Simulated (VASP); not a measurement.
# In3Cu (Pm-3m) in VASP: single point with PBEsol

Aim: the single point of In3Cu with PBEsol.

Everything below comes from runs of VASP 6.6.1. Logs are shortened: lines on timing, memory, paths and dates and some standing lists are left out, and cuts for length are marked.

## Step 1: Starting point

It takes space group Pm-3m (No. 221, cubic). Conventional cell: a = 4.483 Å, b = 4.483 Å, c = 4.483 Å, α = 90.00°, β = 90.00°, γ = 90.00°. Around In (site symmetry 4/mmm) lie 8 In at 3.17 Å and 4 Cu at 3.17 Å. Cu (site symmetry m-3m) is surrounded by 12 In at 3.17 Å.

The cell comes from a database or a generator and needn't be the stable form of this composition.

## Step 2: Single point, PBEsol

File INCAR:

```
PREC = Accurate
ENCUT = 520
EDIFF = 1E-6
ISMEAR = -1
SIGMA = 0.05
LREAL = False
LASPH = True
NELM = 80
ALGO = Fast
ISIF = 2
LWAVE = False
LCHARG = False
GGA = PS
NBANDS = 33
```

File KPOINTS:

```
Automatic mesh
0
Gamma
  4 4 4
```

File POSCAR:

```
In3Cu
1.0
    4.4827670000      0.0000000000      0.0000000000
    0.0000000000      4.4827670000      0.0000000000
    0.0000000000      0.0000000000      4.4827670000
In Cu
3 1
Direct
    0.0000000000      0.5000000000      0.5000000000
    0.5000000000      0.0000000000      0.5000000000
    0.5000000000      0.5000000000      0.0000000000
    0.0000000000      0.0000000000      0.0000000000
```

Potentials or basis: VASP PAW PBE potentials, release 64 (In_d, Cu).

The run is started by

```
cat potpaw_PBE.64/In_d/POTCAR potpaw_PBE.64/Cu/POTCAR > POTCAR
mpirun -np 1 vasp_std > vasp.out
```

OUTCAR:

```text
PREC = Accurate
   ENCUT = 520
   EDIFF = 1E-6
   ISMEAR = -1
   LREAL = False
   LASPH = True
   NELM = 80
   ISIF = 2
   GGA = PS

 ion  position               nearest neighbor table
   1  0.000  0.500  0.500-   2 3.17   3 3.17   4 3.17   3 3.17   4 3.17   2 3.17   4 3.17   4 3.17
                             2 3.17   3 3.17   3 3.17   2 3.17
   2  0.500  0.000  0.500-   1 3.17   3 3.17   4 3.17   3 3.17   4 3.17   1 3.17   3 3.17   3 3.17
                             1 3.17   4 3.17   4 3.17   1 3.17
   3  0.500  0.500  0.000-   1 3.17   2 3.17   4 3.17   1 3.17   2 3.17   2 3.17   4 3.17   2 3.17
                             1 3.17   4 3.17   1 3.17   4 3.17
   4  0.000  0.000  0.000-   1 3.17   2 3.17   3 3.17   1 3.17   2 3.17   1 3.17   3 3.17   1 3.17
                             2 3.17   3 3.17   2 3.17   3 3.17

  LATTYP: Found a simple cubic cell.
 ALAT       =     4.4827670000

  Lattice vectors:

 A1 = (   4.4827670000,   0.0000000000,   0.0000000000)
 A2 = (   0.0000000000,   4.4827670000,   0.0000000000)
 A3 = (   0.0000000000,   0.0000000000,   4.4827670000)

Analysis of symmetry for initial positions (statically):
=====================================================================
 Subroutine PRICEL returns:
 Original cell was already a primitive cell.

 Routine SETGRP: Setting up the symmetry group for a
 simple cubic supercell.

 Subroutine GETGRP returns: Found 48 space group operations
 (whereof 48 operations were pure point group operations)
 out of a pool of 48 trial point group operations.

The static configuration has the point symmetry O_h .

Analysis of symmetry for dynamics (positions and initial velocities):
=====================================================================
 Subroutine PRICEL returns:
 Original cell was already a primitive cell.

 Routine SETGRP: Setting up the symmetry group for a
 simple cubic supercell.

 Subroutine GETGRP returns: Found 48 space group operations
 (whereof 48 operations were pure point group operations)
 out of a pool of 48 trial point group operations.

The dynamic configuration has the point symmetry O_h .

 Subroutine INISYM returns: Found 48 space group operations
 (whereof 48 operations are pure point group operations),
 and found     1 'primitive' translations

----------------------------------------------------------------------------------------

                                     Primitive cell

  volume of cell :      90.0821
[... 78 lines left out ...]
   EDIFF  = 0.1E-05   stopping-criterion for ELM
   LREAL  =      F    real-space projection
   EDIFFG = 0.1E-04   stopping-criterion for IOM
   NSW    =      0    number of steps for IOM
   IBRION =     -1    ionic relax: 0-MD 1-quasi-New 2-CG
   NFREE  =      0    steps in history (QN), initial steepest desc. (CG)
   ISIF   =      2    stress and relaxation
   ISYM   =      2    0-nonsym 1-usesym 2-fastsym
   POTIM  = 0.5000    time-step for ionic-motion
   TEBEG  =    0.0;   TEEND  =   0.0 temperature during run
   PSTRESS=    0.0 pullay stress
   NELECT =      50.0000    total number of electrons
   NUPDOWN=      -1.0000    fix difference up-down
   EMIN   =  10.00;   EMAX   =-10.00  energy-range for DOS
   EFERMI =   0.00;   METHOD = LEGACY
   ISMEAR =    -1;   SIGMA  =   0.05  broadening in eV -4-tet -1-fermi 0-gaus
   EFERMI_NEDOS =   21; number of points for ismear=-14 and -15
   IALGO  =     68    algorithm
   IMIX   =      4    mixing-type and parameters
     AMIX     =   0.40;   BMIX     =  1.00
     AMIX_MAG =   1.60;   BMIX_MAG =  1.00
  volume/ion in A,a.u.               =      22.52       151.98
  Fermi-wavevector in a.u.,A,eV,Ry     =   1.345402  2.542441 24.627987  1.810106
  Thomas-Fermi vector in A             =   2.473318
   LORBIT       =      0    0 simple, 1 ext, 2 COOP (PROOUT), +10 PAW based schemes
   GGA     = PS    functional components
   LHFCALC =     F    Hartree Fock is set to
   AEXX    =    0.0000 exact exchange contribution
   IVDW    =     0    specifies the selected vdW correction
   LEPSILON=     F    determine dielectric tensor
   LRPA    =     F    only Hartree local field effects (RPA)
 non-spin polarized calculation
 RMM-DIIS sequential band-by-band and
  energy-cutoff  :      520.00
  volume of cell :       90.08
 maximum number of plane-waves:      2469
 NGX is ok and might be reduce to    36
   NGX = 17   NGY = 17   NGZ = 17

 number of electron      50.0000053 magnetization

 Free energy of the ion-electron system (eV)
  ---------------------------------------------------
  ext. energy  EPLUGINS =         0.00000000
  ---------------------------------------------------
  free energy    TOTEN  =       -12.52647357 eV

  energy without entropy =      -12.52082979  energy(sigma->0) =      -12.52365168

 E-fermi :   7.6252     XC(G=0): -10.7760

 val. band max:        7.0175545573   @ k =   0.5000   0.5000   0.2500
 cond. band min:       7.7214542495   @ k =   0.2500   0.0000   0.0000
 fundamental gap:      0.7038996922
 Fermi energy:         7.6251558867

 k-point     1 :       0.0000    0.0000    0.0000
  band No.  band energies     occupation
      1      -7.4486      2.00000
      2      -7.4261      2.00000
      3      -7.4261      2.00000
      4      -7.4261      2.00000
      5      -7.1915      2.00000
      6      -7.1915      2.00000
[... 349 lines left out ...]
     32      17.7699      0.00000
     33      17.9352      0.00000

------------------------ aborting loop because EDIFF is reached ----------------------------------------

  FORCE on cell =-STRESS in cart. coord.  units (eV):
  Direction    XX          YY          ZZ          XY          YZ          ZX
  --------------------------------------------------------------------------------------
  -------------------------------------------------------------------------------------
  Total       -1.3587025     -1.3587025     -1.3587025     -0.0000000     -0.0000000      0.0000000
  in kB      -24.1655374    -24.1655374    -24.1655374     -0.0000000     -0.0000000      0.0000000
  external PRESSURE =     -24.1655374 kB  Pullay stress =       0.0000000 kB

 VOLUME and BASIS-vectors are now :
 -----------------------------------------------------------------------------
  energy-cutoff  :      520.00
  volume of cell :       90.08
      direct lattice vectors                 reciprocal lattice vectors
     4.482767000  0.000000000  0.000000000     0.223076506  0.000000000  0.000000000
     0.000000000  4.482767000  0.000000000     0.000000000  0.223076506  0.000000000
     0.000000000  0.000000000  4.482767000     0.000000000  0.000000000  0.223076506

 POSITION                                       TOTAL-FORCE (eV/Angst)
 -----------------------------------------------------------------------------------
      0.00000      2.24138      2.24138         0.000000      0.000000      0.000000
      2.24138      0.00000      2.24138         0.000000      0.000000      0.000000
      2.24138      2.24138      0.00000         0.000000      0.000000      0.000000
      0.00000      0.00000      0.00000         0.000000      0.000000      0.000000
 -----------------------------------------------------------------------------------
    total drift:                                0.000000      0.000000      0.000000

  FREE ENERGIE OF THE ION-ELECTRON SYSTEM (eV)
  ---------------------------------------------------
  free  energy   TOTEN  =       -12.5264735664 eV

  energy  without entropy=      -12.5208297865  energy(sigma->0) =      -12.52365168
```

OSZICAR:

```text
N       E                     dE             d eps       ncg     rms          rms(c)
DAV:   1     0.474726488405E+03    0.47473E+03   -0.23878E+04   660   0.223E+03
DAV:   2     0.386795600136E+02   -0.43605E+03   -0.42431E+03   660   0.479E+02
DAV:   3    -0.116025271822E+02   -0.50282E+02   -0.49079E+02   766   0.188E+02
DAV:   4    -0.135164178976E+02   -0.19139E+01   -0.19102E+01   798   0.430E+01
[... 10 lines left out ...]
RMM:  15    -0.125264727333E+02   -0.69650E-05   -0.86308E-05  1006   0.607E-02    0.702E-02
RMM:  16    -0.125264732205E+02   -0.48717E-06   -0.36485E-05   860   0.355E-02    0.717E-02
RMM:  17    -0.125264727247E+02    0.49576E-06   -0.14696E-05   725   0.259E-02    0.622E-02
RMM:  18    -0.125264733063E+02   -0.58159E-06   -0.10072E-05   627   0.187E-02    0.567E-02
RMM:  19    -0.125264735664E+02   -0.26010E-06   -0.40002E-06   528   0.124E-02
   1 F= -.12526474E+02 E0= -.12523652E+02  d E =-.564378E-02
```

stdout:

```text
POSCAR found type information on POSCAR InCu
 POSCAR found :  2 types and       4 ions
 scaLAPACK will be used
 -----------------------------------------------------------------------------
|                                                                             |
|                                                                             |
|     You enforced a specific xc type in the INCAR file but a different       |
|     I HOPE YOU KNOW WHAT YOU ARE DOING!                                     |
|                                                                             |
 -----------------------------------------------------------------------------

 LDA part: xc-table for (Slater+PW92), standard interpolation
 POSCAR, INCAR and KPOINTS ok, starting setup
 FFT: planning ... GRIDC
 FFT: planning ... GRID_SOFT
 FFT: planning ... GRID
 WAVECAR not read
 entering main loop
```

Run time: 84 s. Hardware: 1 thread of AMD EPYC, shared host; peak memory 0.17 GiB.

Results:

- Free energy: -12.5265 eV
- Pressure: -2.4 GPa
- Band gap on the k mesh: none (metal or under the smearing width)

Caveat: the PAW data sets were made with another functional, which shifts forces and pressure a little.
